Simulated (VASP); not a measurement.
These are RPBE GGA, VASP's PBE PAW potentials (set 64) (plane waves; VASP) values and carry that method's errors.

VASP input:

### POSCAR
```
Cu
1
    0.0000000000     1.8387306167     1.8387306167
    1.8387306167     0.0000000000     1.8387306167
    1.8387306167     1.8387306167     0.0000000000
Cu
1
Direct
  0.0000000000   0.0000000000   0.0000000000
```

**KPOINTS**
```
Regular mesh
0
G
  19 19 19
```

### INCAR
```
# general
SYSTEM   =  Cu
PREC     =  Accurate
ENCUT    =  520
LREAL    =  .FALSE.
LASPH    =  .TRUE.

# electronic loop
EDIFF    =  1E-7
NELM     =  100
ALGO     =  Normal
LMAXMIX  =  4

# smearing
ISMEAR   =  -5

# functional
GGA      =  RP

# ions
ISIF     =  2

# output
LWAVE    =  .FALSE.
LCHARG   =  .TRUE.
LORBIT   =  11
NEDOS    =  601
```

POTCAR, in this order: Cu (PBE.64 set). Program: vasp_std.

Output

### OSZICAR
```
       N       E                     dE             d eps       ncg     rms          rms(c)
DAV:   1     0.367945855576E+02    0.36795E+02   -0.57277E+03  4072   0.204E+03
DAV:   2    -0.358836212013E+01   -0.40383E+02   -0.38399E+02  3965   0.195E+02
DAV:   3    -0.403302568763E+01   -0.44466E+00   -0.44380E+00  4741   0.298E+01
DAV:   4    -0.403609335217E+01   -0.30677E-02   -0.30676E-02  4819   0.221E+00
DAV:   5    -0.403612797329E+01   -0.34621E-04   -0.34629E-04  4653   0.189E-01    0.719E+00
DAV:   6    -0.361239270189E+01    0.42374E+00   -0.15435E+01  4181   0.905E+01    0.388E+00
DAV:   7    -0.326414248853E+01    0.34825E+00   -0.25336E+00  4239   0.364E+01    0.566E-01
DAV:   8    -0.325587142360E+01    0.82711E-02   -0.49654E-03  4315   0.116E+00    0.294E-01
DAV:   9    -0.325434427394E+01    0.15271E-02   -0.11915E-02  4456   0.237E+00    0.383E-02
DAV:  10    -0.325434074035E+01    0.35336E-05   -0.64858E-05  5923   0.167E-01    0.104E-02
DAV:  11    -0.325433827718E+01    0.24632E-05   -0.18558E-06  4435   0.244E-02    0.523E-04
DAV:  12    -0.325433837469E+01   -0.97505E-07   -0.42176E-08  2874   0.348E-03
   1 F= -.32543384E+01 E0= -.32543384E+01  d E =0.000000E+00
```

**OUTCAR**
```
------------------------ aborting loop because EDIFF is reached ----------------------------------------
  FORCE on cell =-STRESS in cart. coord.  units (eV):
  Direction    XX          YY          ZZ          XY          YZ          ZX
  --------------------------------------------------------------------------------------
  Total        0.0037908      0.0037908      0.0037908      0.0000000      0.0000000     -0.0000000
  in kB        0.4884871      0.4884871      0.4884871      0.0000000      0.0000000     -0.0000000
  external PRESSURE =       0.4884871 kB  Pullay stress =       0.0000000 kB
  volume of cell :       12.43
      direct lattice vectors                 reciprocal lattice vectors
     0.000000000  1.838730617  1.838730617    -0.271926728  0.271926728  0.271926728
     1.838730617  0.000000000  1.838730617     0.271926728 -0.271926728  0.271926728
     1.838730617  1.838730617  0.000000000     0.271926728  0.271926728 -0.271926728
 POSITION                                       TOTAL-FORCE (eV/Angst)
 -----------------------------------------------------------------------------------
      0.00000      0.00000      0.00000         0.000000     -0.000000      0.000000
 -----------------------------------------------------------------------------------
    total drift:                               -0.000000     -0.000000     -0.000000
  FREE ENERGIE OF THE ION-ELECTRON SYSTEM (eV)
  ---------------------------------------------------
  free  energy   TOTEN  =        -3.2543383747 eV

  energy  without entropy=       -3.2543383747  energy(sigma->0) =       -3.25433837

 total charge

# of ion       s       p       d       tot
------------------------------------------
    1        0.427   0.345   9.167   9.939
```
(Selected blocks of OUTCAR.)

For a metal the tetrahedron method with Blöchl corrections gives inexact stress and forces.

The compound is Cu in the fcc structure. It was relaxed first, which changed the volume by +6 %.
